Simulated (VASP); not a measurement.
Here is the system:

```yaml
crystal:
  lattice:
    - [1.75617, -3.17305, 0.00000]
    - [1.75617, 3.17305, 0.00000]
    - [0.00000, 0.00000, 5.75338]
  atoms:
    - { symbol: Ho, position: [0.33333, 0.66667, 0.25000] }
    - { symbol: Ho, position: [0.69194, 0.35860, 0.75000] }
```

Method: PBE GGA, VASP's PBE PAW potentials (set 64) (plane waves; VASP). Numerical set-up: 400 eV cut-off, 17×17×9 Γ-centred mesh, first-order Methfessel-Paxton smearing of 0.10 eV, potentials Ho_3.

The 4f electrons are frozen in the core of the lanthanide potential, so 4f levels, which can set the real gap, and their magnetism are missing.

Which forces act on the atoms, in eV/Å?

```tsv
atom	Fx	Fy	Fz
Ho1	0.094	-0.042	0.000
Ho2	-0.094	0.042	0.000
```

Give the stress tensor in GPa (positive for a compressed cell).

```
 0.96  -0.23   0.00
-0.23  -1.52   0.00
 0.00   0.00  -2.04
```
The pressure is its mean diagonal, -0.87 GPa.

The compound is Ho in the hcp structure. The cell was not relaxed at this level, atoms are displaced from their ideal sites. The run is one of a series of settings (KPOINTS 17×17×9 Γ-centred mesh against the base run), some of them coarse on purpose.
